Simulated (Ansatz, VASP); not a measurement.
# Cross-check of NaCl between VASP and Ansatz, part 2 of 2

Aim: how closely do two programs agree when they are given the same cell, functional and k mesh? The cell is taken from a series of runs on this material, whose earlier steps may have relaxed, scaled, displaced or heated it; both programs get it as it stands.

VASP 6.6.1 and Ansatz 0.2.0.

So far: The starting structure; Ansatz: relaxation of cell and atoms, PBE with D3(BJ); VASP: relaxation of cell and atoms, PBE with D3(BJ); Comparison.

### 5. VASP: zone-centre phonons, PBE with D3(BJ)

Level of this step: PBE with D3(BJ); plane waves and PAW (Na_pv, Cl) (VASP).

Second derivatives magnify differences that forces hide, and they need a tight electronic threshold.

INCAR

```
SYSTEM = NaCl
PREC = Accurate
ENCUT = 500
EDIFF = 1E-08
NELM = 120
ISMEAR = 0
SIGMA = 0.01
LREAL = .FALSE.
ALGO = Normal
GGA = PE
IVDW = 12
NBANDS = 13
LORBIT = 11
LWAVE = .FALSE.
LCHARG = .FALSE.
ISIF = 2
IBRION = 6
NFREE = 2
POTIM = 0.015
NSW = 1
LASPH = .TRUE.
GGA_COMPAT = .FALSE.
EFERMI = MIDGAP
```

POSCAR

```
NaCl
1.0
    0.0000000000      2.7887890464      2.7887890464
    2.7887890464      0.0000000000      2.7887890464
    2.7887890464      2.7887890464      0.0000000000
Na Cl
1 1
Direct
    0.0000000000      0.0000000000      0.0000000000
    0.5000000000      0.5000000000      0.5000000000
```

KPOINTS

```
Automatic mesh
0
Gamma
6 6 6
0 0 0
```

Potentials, in the order of the species: Na_pv and Cl (PBE family, release 64).

Run with:

```console
$ mpirun -np 1 vasp_std
```

Numbers of over 12 decimals in the logs are rounded to 6 here.

Output:

```text
[... set-up lines as in an earlier step ...]
 entering main loop
       N       E                     dE             d eps       ncg     rms          rms(c)
DAV:   1     0.102360654072E+03    0.10236E+03   -0.70470E+03   416   0.103E+03
DAV:   2     0.159451758342E+01   -0.10077E+03   -0.91942E+02   454   0.278E+02
DAV:   3    -0.680902265805E+01   -0.84035E+01   -0.83452E+01   541   0.752E+01
DAV:   4    -0.695203736258E+01   -0.14301E+00   -0.14294E+00   481   0.109E+01
[...]
DAV:  13    -0.676303326266E+01   -0.44572E-06   -0.21604E-07   476   0.336E-03    0.305E-03
DAV:  14    -0.676303307092E+01    0.19175E-06   -0.47801E-08   524   0.130E-03    0.447E-04
DAV:  15    -0.676303307589E+01   -0.49758E-08   -0.93326E-10   283   0.268E-04
   1 F= -.72072258E+01 E0= -.72072258E+01  d E =0.000000E+00
[...]
2 F= -.72070388E+01 E0= -.72070388E+01  d E =0.000000E+00
[...]
3 F= -.72070388E+01 E0= -.72070388E+01  d E =0.000000E+00
[...]
4 F= -.72070434E+01 E0= -.72070434E+01  d E =0.000000E+00
[...]
5 F= -.72070434E+01 E0= -.72070434E+01  d E =0.000000E+00
 Finite differences progress:
  Degree of freedom:   2/  2
  Displacement:        2/  2
  Total:               4/  4
```

OUTCAR, selected parts (step 5):

```text
 Edisp (eV)   -0.44419

 Edisp (eV)   -0.44419

  Total      -0.00938    -0.01231    -0.01231     0.00000    -0.00000     0.00000
  in kB      -0.34632    -0.45458    -0.45458     0.00000    -0.00000     0.00000
  external pressure =       -0.42 kB  Pullay stress =        0.00 kB

 POSITION                                       TOTAL-FORCE (eV/Angst)
 -----------------------------------------------------------------------------------
      0.00000      0.00000      0.00000        -0.024270      0.000000      0.000000
      2.77379      2.78879      2.78879         0.024270      0.000000      0.000000
 -----------------------------------------------------------------------------------
    total drift:                               -0.000128      0.000000      0.000000

  FREE ENERGIE OF THE ION-ELECTRON SYSTEM (eV)
  ---------------------------------------------------
  free  energy   TOTEN  =        -7.2070433978 eV

  energy  without entropy=       -7.2070433978  energy(sigma->0) =       -7.20704340

[... 1 part as in an earlier step ...]

[... 2 further parts left out ...]
[key lines of the parts left out:]
E-fermi :   2.0855
```

The last energy, forces, stress and levels in OUTCAR belong to the last displaced cell, not to the cell of POSCAR.

Levels, forces or a CONTCAR printed for this step are those of its last displaced cell, not of the structure at rest.

### 6. Ansatz: zone-centre phonons, PBE with D3(BJ)

The same cell, functional and mesh now go to Ansatz, which takes its cutoff from its data sets.

The cell is taken from a series of runs on this material, whose earlier steps may have relaxed, scaled, displaced or heated it; both programs get it as it stands.

input.yaml

```yaml
crystal:
  lattice:
    - [0.0, 2.7887890464, 2.7887890464]
    - [2.7887890464, 0.0, 2.7887890464]
    - [2.7887890464, 2.7887890464, 0.0]
  atoms:
    - { symbol: Na, position: [0.0, 0.0, 0.0] }
    - { symbol: Cl, position: [0.5, 0.5, 0.5] }
kpoints:
  mp_grid: { grid: [6, 6, 6] }
hamiltonian:
  xc: pbe
  dispersion: d3bj
scf:
  occupations: { method: fixed }
output:
  eigenvalues: true
phonons:
  method: dfpt
  dielectric: true
  rigid_motions: translations
```

Run with:

```console
$ ansatz run input.yaml --threads 4 --pin off --max-ram 15360MiB --backend cpu --events-out ev --progress --plain --runs-dir out
```

Output:

```text
[...]
Crystal: 2 atoms, lattice volume = 43.379 Å³
Basis set: ecut = 420 eV, 869 PW (Γ), exchange–correlation on 54×54×54 points (8 copies of the dense FFT grid, shifted against one another)
Bands: 12, of which v1, the nominal top of the filled ones, is band 8 counted from 1 (7 counted from 0)
Symmetry: 48 space group operations
k-points: 30 of 216 (irreducible under 8 space group operations, time reversal used)
[...]
optical modes at Γ + LO–TO along q̂ = [1.0000, 0.0000, 0.0000]:
      ω (cm⁻¹)  modes    IR ((D/Å)²/amu)
[...]
optical modes at Γ + LO–TO along q̂ = [0.0000, 1.0000, 0.0000]:
      ω (cm⁻¹)  modes    IR ((D/Å)²/amu)
        176.98      2             3.9252
        263.48      1             1.9626
  optical modes at Γ + LO–TO along q̂ = [0.0000, 0.0000, 1.0000]:
      ω (cm⁻¹)  modes    IR ((D/Å)²/amu)
        176.98      2             3.9252
        263.48      1             1.9626
[key lines of the parts left out:]
SCF converged after 10 iterations
Free energy (F): -2569.985007 eV
Fermi energy:    1.364335 eV
```

### 7. Side by side

What differs besides the data sets and the points named for the pairs above, as far as they apply: the data sets hold 16 valence electrons in Ansatz (on its default PAW (the set named soft_2) files) and 14 in VASP; Ansatz takes the dispersion share of the force constants at frozen C6 weights, VASP differentiates the full forces; VASP uses finite displacements, Ansatz perturbation theory. Total energies have different zeros and are not compared.

Both answers:

| quantity | Ansatz | VASP | difference |
| --- | --- | --- | --- |
| optical mode 1 to 3 (cm⁻¹) | 177.0 | 178.5 | -0.87 % |

Modes are paired by rising frequency, not by their patterns, so a pair may set unlike modes beside each other; they are those without the splitting of longitudinal modes.

### 8. Results

```json
{
 "difference in volume (relaxation of cell and atoms, PBE with D3(BJ))": "0.087 %",
 "r.m.s. difference of the optical zone-centre modes, each program's sorted by frequency (zone-centre phonons, PBE with D3(BJ))": "1.6 cm⁻¹",
 "difference in optical mode 1 to 3 (zone-centre phonons, PBE with D3(BJ))": "-0.9 %"
}
```

**Reading.** The difference in volume is 0.087 % (relaxation of cell and atoms, PBE with D3(BJ)), within the 1.2 % picked in this series as the mark of a large difference, as far as the stopping tolerances let one tell. The data sets hold unlike numbers of valence electrons (16 in Ansatz and 14 in VASP), so part of the differences comes from the potentials. Among the rows given in per cent, the largest difference of the zone-centre phonons, PBE with D3(BJ) pair is in optical mode 1 to 3, -0.9 %. How closely two codes agree says nothing of how well the functional describes the real material.

[Lines on the potential files, build, host, timing and source positions are cut from VASP's logs without a mark.]

[Logs are printed without paths, hosts, clocks, repeated set-up lines and the standing remarks that a program may print on its own settings, such as how far it seeks lower states.]

[Hosts, paths, dates, database ids (printed as entryN), source tags and the programs' standing remarks are cut or masked in the printed files.]
